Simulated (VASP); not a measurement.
Method: vdW-DF2, VASP's PBE PAW potentials (set 64) (plane waves; VASP).

Input for VASP

POSCAR:
```
MgSe
1.0
  0.0000000000   2.8025978330   2.8025978330
  2.8025978330   0.0000000000   2.8025978330
  2.8025978330   2.8025978330   0.0000000000
Mg Se
1 1
direct
  0.0000000000   0.0000000000   0.0000000000
  0.5000000000   0.5000000000   0.5000000000
```

### KPOINTS
```
K-points
0
G
  9 9 9
0 0 0
```

**INCAR**
```
# general
SYSTEM   = MgSe
PREC     = Accurate
ENCUT    = 520
LREAL    = .FALSE.
LASPH    = .TRUE.

# electronic loop
EDIFF    = 1E-7
NELM     = 100
ALGO     = Normal
LMAXMIX  = 4

# smearing
ISMEAR   = -5

# functional
GGA      = ML
LUSE_VDW = .TRUE.
AGGAC    = 0.0
ZAB_VDW  = -1.8867

# ions
ISIF     = 2

# output
LWAVE    = .FALSE.
LCHARG   = .TRUE.
LORBIT   = 11
NEDOS    = 601
```

POTCAR, in this order: Mg Se (PBE.64 set). Program: vasp_std.

Q: What will the output report for the number of irreducible k-points (NKPTS), largest plane-wave count, number of space-group operations, FFT grid (NGX, NGY, NGZ)?

A: 
```
Property                                       Value
--------------------------------------  ------------
number of irreducible k-points (NKPTS)            35
largest plane-wave count                        1243
number of space-group operations                  48
FFT grid (NGX, NGY, NGZ)                30 × 30 × 30
```

The compound is MgSe in the rock salt structure. It was relaxed first, which changed the volume by +8 %.
